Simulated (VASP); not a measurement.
A run of VASP 6.6.1 is set up as follows.

The input INCAR:

```
SYSTEM = NbTe
PREC = Accurate
ENCUT = 450
EDIFF = 1E-6
ISMEAR = 0
SIGMA = 0.02
LREAL = .FALSE.
LASPH = .TRUE.
NELM = 80
ALGO = Normal
ISIF = 2
LWAVE = .FALSE.
LCHARG = .FALSE.
GGA = PE
```

KPOINTS

```
Automatic mesh
0
G
  5 5 5
  0 0 0
```

The input POSCAR:

```
NbTe
1.0
    3.7029743866      0.0000000000      0.0000000000
   -1.8514871933      3.2068698884      0.0000000000
    0.0000000000      0.0000000000      3.6942110000
Te Nb
1 1
Direct
    0.6666666667      0.3333333333      0.0000000000
    0.0000000000      0.0000000000      0.5000000000
```

Potentials or basis: VASP PAW PBE potentials, release 64 (Te_GW, Nb_sv_GW).

Launch:

```console
$ cat potpaw_PBE.64/Te_GW/POTCAR potpaw_PBE.64/Nb_sv_GW/POTCAR > POTCAR
$ mpirun -np 1 vasp_std > vasp.out
```

Q: What does it give for the band gap on the k mesh?

A: None (metal or under the smearing width).

Q: Estimate the pressure.

A: -1.5 GPa.

Stress tensor (GPa, compression positive):
```
-1.72  0.00  0.00
 0.00 -1.72  0.00
 0.00  0.00 -0.98
```

Caveat: the k mesh is coarse (spacing up to 0.39 Å⁻¹), so the values aren't converged. Spin-orbit coupling is left out, which matters for the levels of Te.
